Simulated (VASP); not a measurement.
Input of a VASP 6.6.1 run:

The input INCAR:

```
ALGO     = Normal         # electronic algorithm
EDIFF    = 1E-6           # SCF threshold, eV
ENCUT    = 520            # plane-wave cutoff, eV
GGA      = PE             # functional
ISIF     = 2              # what is computed and relaxed
ISMEAR   = 0              # smearing method
LASPH    = True           # aspherical terms in the spheres
LCHARG   = False          # write CHGCAR
LREAL    = False          # projectors in reciprocal space
LWAVE    = False          # write WAVECAR
NBANDS   = 17             # bands
NELM     = 100            # most SCF steps
PREC     = Accurate       # precision mode
SIGMA    = 0.05           # smearing width, eV
```

File KPOINTS:

```
k-points
0
Gamma
  8 8 8
```

POSCAR

```
LiMgBN2
1.0
   -1.9860422400      1.9860422400      4.7990037600
    1.9860422400     -1.9860422400      4.7990037600
    1.9860422400      1.9860422400     -4.7990037600
Li Mg B N
1 1 1 2
Direct
    0.2500000000      0.7500000000      0.5000000000
    0.7500000000      0.2500000000      0.5000000000
    0.5000000000      0.5000000000      0.0000000000
    0.6512635000      0.6512635000      0.0000000000
    0.3487365000      0.3487365000      0.0000000000
```

Potentials or basis: VASP PAW PBE potentials, release 64 (Li_sv, Mg, B, N).

Command:

```bash
$ cat potpaw_PBE.64/Li_sv/POTCAR potpaw_PBE.64/Mg/POTCAR potpaw_PBE.64/B/POTCAR potpaw_PBE.64/N/POTCAR > POTCAR
$ mpirun -np 1 vasp_std > vasp.out
```

Question: What does it give for the band gap on the k mesh?

Answer: 2.19 eV, indirect (least direct gap 3.26 eV).

Question: Estimate the largest force.

Answer: 3.228 eV/Å.

Forces in eV/Å, atoms in the order of the input:
```
Li   0.000  0.000  0.000
Mg   0.000  0.000  0.000
B    0.000  0.000  0.000
N    0.000  0.000 -3.228
N    0.000  0.000  3.228
```

Caveat: forces of over 1 eV/Å show positions far from the minimum, so gaps and moduli don't describe the material at rest. A k mesh can miss the band edges.
